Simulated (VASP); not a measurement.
VASP runs on CuAu (L1_0) share one base input (PBE GGA, plane waves, VASP's PBE PAW potentials (set 64)) and change the settings named in each case.

File POSCAR:
```
CuAu
2.8560
  1.0000000000   0.0000000000   0.0000000000
  0.0000000000   1.0000000000   0.0000000000
  0.0000000000   0.0000000000   1.3107142857
Cu Au
1 1
Cart
  0.0000000000   0.0000000000   0.0000000000
  0.5000000000   0.5000000000   0.6553571429
```

### INCAR
```
ALGO = Normal
EDIFF = 1E-6
ENCUT = 400
GGA = PE
ISIF = 2
ISMEAR = 1
LASPH = .True.
LCHARG = .False.
LMAXMIX = 6
LREAL = .False.
LWAVE = .False.
NELM = 100
PREC = Accurate
SIGMA = 0.1
SYSTEM = CuAu
```

### KPOINTS
```
Automatic mesh
0
G
11 11 9
```

POTCAR, in this order: Cu Au (PBE.64 set). Program: vasp_std.

```tsv
change	E(σ→0) (eV/atom)	pressure (GPa)	−TS (eV)	irreducible k-points
base run	-3.5318	-2.58	0.0005	105
KPOINTS 2×2×2 Γ-centred mesh	-2.5429	4.59	-0.0095	6
KPOINTS 3×3×2 Γ-centred mesh	-3.7186	-4.69	-0.0041	6
KPOINTS 8×8×7 Γ-centred mesh	-3.5218	-2.18	-0.0018	60
KPOINTS 12×12×10 Γ-centred mesh	-3.5303	-2.54	0.0004	168
KPOINTS 15×15×12 Γ-centred mesh	-3.5299	-2.61	0.0003	252
KPOINTS 17×17×14 Γ-centred mesh	-3.5292	-2.58	-0.0002	360
```
 Unless said otherwise, spin-orbit coupling is left out, though it shifts the bands of the heavy elements here.

Left out are runs that ran out of time, are held back, or changed the cell or the kind of run, fixed moments of cells without a moment, rows past the twelfth, gaps on odd meshes, pressures of charged cells and columns that move by less than the noise.

The compound is CuAu in the L1_0 structure. The cell was not relaxed at this level.
